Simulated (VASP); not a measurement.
Method: RPBE GGA, VASP's PBE PAW potentials (set 64) (plane waves; VASP).

A VASP calculation is set up with these files.

INCAR:
```
! general
SYSTEM =Co
PREC   =Accurate
ENCUT  =520
LREAL  =.FALSE.
LASPH  =.TRUE.
ICHARG =11

! electronic loop
EDIFF  =1E-7
NELM   =100
ALGO   =Normal
LMAXMIX=4

! smearing
ISMEAR =0
SIGMA  =0.05

! functional
GGA    =RP

! spin
ISPIN  =2
MAGMOM =2*1.7

! output
LWAVE  =.FALSE.
LCHARG =.FALSE.
LORBIT =11
```

POSCAR:
```
Co
1.0
  1.2575650820  -2.1781668537   0.0000000000
  1.2575650820   2.1781668537   0.0000000000
  0.0000000000   0.0000000000   4.0707026799
Co
2
Direct
  0.3333330000   0.6666670000   0.2500000000
  0.6666670000   0.3333330000   0.7500000000
```

KPOINTS:
```
k-points along high-symmetry lines
10
Line-mode
Reciprocal
  0.000000   0.000000   0.000000 ! GAMMA
 -0.000000   0.500000   0.000000 ! M

 -0.000000   0.500000   0.000000 ! M
 -0.333333   0.666667   0.000000 ! K

 -0.333333   0.666667   0.000000 ! K
  0.000000   0.000000   0.000000 ! GAMMA

  0.000000   0.000000   0.000000 ! GAMMA
  0.000000   0.000000   0.500000 ! A

  0.000000   0.000000   0.500000 ! A
 -0.000000   0.500000   0.500000 ! L

 -0.000000   0.500000   0.500000 ! L
 -0.333333   0.666667   0.500000 ! H

 -0.333333   0.666667   0.500000 ! H
  0.000000   0.000000   0.500000 ! A

 -0.000000   0.500000   0.500000 ! L
 -0.000000   0.500000   0.000000 ! M

 -0.333333   0.666667   0.500000 ! H
 -0.333333   0.666667   0.000000 ! K
```

POTCAR, in this order: Co (PBE.64 set). Program: vasp_std. Read from the step before: CHGCAR.

What VASP printed:

OUTCAR:
```
 ion  position               nearest neighbor table
   1  0.333  0.667  0.250-   2 2.50   2 2.50   2 2.50   2 2.50   2 2.50   2 2.50
   2  0.667  0.333  0.750-   1 2.50   1 2.50   1 2.50   1 2.50   1 2.50   1 2.50
  LATTYP: Found a hexagonal cell.
 ALAT       =     2.5151303700
 C/A-ratio  =     1.6184857566
 Subroutine PRICEL returns:
 Original cell was already a primitive cell.
 Subroutine GETGRP returns: Found 24 space group operations
The static configuration has the point symmetry D_3d.
 The point group associated with its full space group is D_6h.
The dynamic configuration has the point symmetry D_3d.
The overall configuration has the point symmetry D_3d.
 Subroutine INISYM returns: Found 24 space group operations
   k-points           NKPTS =     90   k-points in BZ     NKDIM =     90   number of bands    NBANDS=     15
   number of dos      NEDOS =    301   number of ions     NIONS =      2
   total plane-waves  NPLWV =  12000
   dimension x,y,z NGX =    20 NGY =   20 NGZ =   30
   dimension x,y,z NGXF=    40 NGYF=   40 NGZF=   60
   ions per type =               2
   PREC   = accura    normal or accurate (medium, high low for compatibility)
   ISTART =      0    job   : 0-new  1-cont  2-samecut
   ICHARG =     11    charge: 1-file 2-atom 10-const
   ISPIN  =      2    spin polarized calculation?
   LNONCOLLINEAR =      F non collinear calculations
...
```

**OSZICAR**
```
       N       E                     dE             d eps       ncg     rms          rms(c)
DAV:   1     0.784594186734E+02    0.78459E+02   -0.85350E+03  5520   0.161E+03
DAV:   2    -0.110397610474E+02   -0.89499E+02   -0.82876E+02  5414   0.250E+02
DAV:   3    -0.132044449277E+02   -0.21647E+01   -0.21169E+01  6590   0.539E+01
DAV:   4    -0.132384303471E+02   -0.33985E-01   -0.33978E-01  8213   0.513E+00
DAV:   5    -0.132386227134E+02   -0.19237E-03   -0.19235E-03  6648   0.400E-01
DAV:   6    -0.132386318762E+02   -0.91628E-05   -0.91638E-05  8284   0.502E-02
DAV:   7    -0.132386319152E+02   -0.38976E-07   -0.37768E-07  5847   0.447E-03
   1 F= -.13238632E+02 E0= -.13237023E+02  d E =-.321720E-02  mag=     3.2422
```

OUTCAR:
```



 magnetization (x)

# of ion       s       p       d       tot
------------------------------------------
    1       -0.016  -0.066   1.732   1.650
    2       -0.016  -0.066   1.732   1.650
--------------------------------------------------
tot         -0.033  -0.132   3.465   3.300
```
(Selected blocks of OUTCAR.)

### OUTCAR
```
 val. band max:        9.9303824383   @ k =   0.0000   0.3333   0.5000

 cond. band min:       9.9410039108   @ k =   0.0000   0.5000   0.4444



 spin component 1

 k-point     1 :       0.0000    0.0000    0.0000
  band No.  band energies     occupation
      1       1.3039      1.00000
      2       5.0100      1.00000
      3       7.4098      1.00000
      4       7.4338      1.00000
      5       7.4338      1.00000
      6       7.7280      1.00000
      7       7.7281      1.00000
      8       8.0567      1.00000
      9       8.0567      1.00000
     10       9.1000      1.00000
     11       9.1000      1.00000
     12       9.9742      0.12922
     13      16.1306      0.00000
     14      31.7674      0.00000
     15      34.1412      0.00000

 k-point     2 :       0.0000    0.0556    0.0000
  band No.  band energies     occupation
      1       1.4103      1.00000
      2       5.0736      1.00000
      3       7.2871      1.00000
      4       7.4822      1.00000
      5       7.5434      1.00000
      6       7.7046      1.00000
      7       7.7709      1.00000
      8       8.0052      1.00000
      9       8.0261      1.00000
     10       8.6699      1.00000
     11       9.1132      1.00000
     12      10.5292      0.00000
     13      16.1504      0.00000
     14      30.9129      0.00000
     15      32.6472      0.00000

 k-point     3 :       0.0000    0.1111    0.0000
  band No.  band energies     occupation
      1       1.7247      1.00000
      2       5.2507      1.00000
      3       7.1267      1.00000
      4       7.6066      1.00000
      5       7.6235      1.00000
      6       7.7118      1.00000
      7       7.7484      1.00000
      8       7.8955      1.00000
      9       7.9426      1.00000
     10       8.2173      1.00000
     11       9.1466      1.00000
     12      11.4609      0.00000
     13      16.2143      0.00000
     14      28.5892      0.00000
...
```

The density is held fixed in this step, so its total energy and stress have no physical meaning.

The compound is Co in the hcp structure. It was relaxed first.
